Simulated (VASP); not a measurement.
Computed with r2SCAN meta-GGA, VASP's PBE PAW potentials (set 64) (plane waves; VASP).

Input for VASP

File KPOINTS:
```
Automatic mesh
0
Gamma
11 11 11
0 0 0
```

**POSCAR**
```
HfSi
1.0
  0.0000000000   2.6711821835   2.6711821835
  2.6711821835   0.0000000000   2.6711821835
  2.6711821835   2.6711821835   0.0000000000
Si Hf
1 1
Cartesian
  0.0000000000   0.0000000000   0.0000000000
  2.6711821835   2.6711821835   2.6711821835
```

### INCAR
```
# general
SYSTEM  = HfSi
PREC    = Accurate
ENCUT   = 400
LREAL   = .FALSE.
LASPH   = .TRUE.

# electronic loop
EDIFF   = 1E-6
NELM    = 100
ALGO    = Normal
LMAXMIX = 6
LMIXTAU = .TRUE.

# smearing
ISMEAR  = 1
SIGMA   = 0.1

# functional
METAGGA = R2SCAN

# ions
IBRION  = 2
NSW     = 60
ISIF    = 3
EDIFFG  = -0.01

# output
LWAVE   = .FALSE.
LCHARG  = .FALSE.
```

POTCAR, in this order: Si Hf_pv (PBE.64 set). Program: vasp_std.

Unless said otherwise, spin-orbit coupling is left out, though it shifts the bands of the heavy elements here.

**Question.** Estimate the energy per atom (σ→0), band gap (on the k-mesh).

**Answer.** 
```json
{
 "energy per atom (σ→0)": "-27563 meV/atom",
 "band gap (on the k-mesh)": "none (metal, semimetal or under 0.01 eV)"
}
```

**OSZICAR**
```
...
DAV:  12    -0.551161455285E+02    0.48179E-03   -0.23053E-03  1422   0.562E-01    0.815E-01
DAV:  13    -0.551251546646E+02   -0.90091E-02   -0.17797E-02  1253   0.119E+00    0.463E-02
DAV:  14    -0.551251065257E+02    0.48139E-04   -0.23803E-04  1468   0.134E-01    0.442E-02
DAV:  15    -0.551251315707E+02   -0.25045E-04   -0.24057E-05  1477   0.464E-02    0.358E-02
DAV:  16    -0.551252199140E+02   -0.88343E-04   -0.44746E-04  1268   0.160E-01    0.718E-02
DAV:  17    -0.551252451578E+02   -0.25244E-04   -0.44404E-05  1268   0.537E-02    0.528E-03
DAV:  18    -0.551252453764E+02   -0.21860E-06   -0.74198E-07   882   0.879E-03
   1 F= -.55125245E+02 E0= -.55125117E+02  d E =-.551252E+02
```

The structure was generated: HfSi was put into the rocksalt type (Fm-3m), which need not be its known phase. It was relaxed first, which changed the volume by -19 %. The start is the result of an earlier pass.
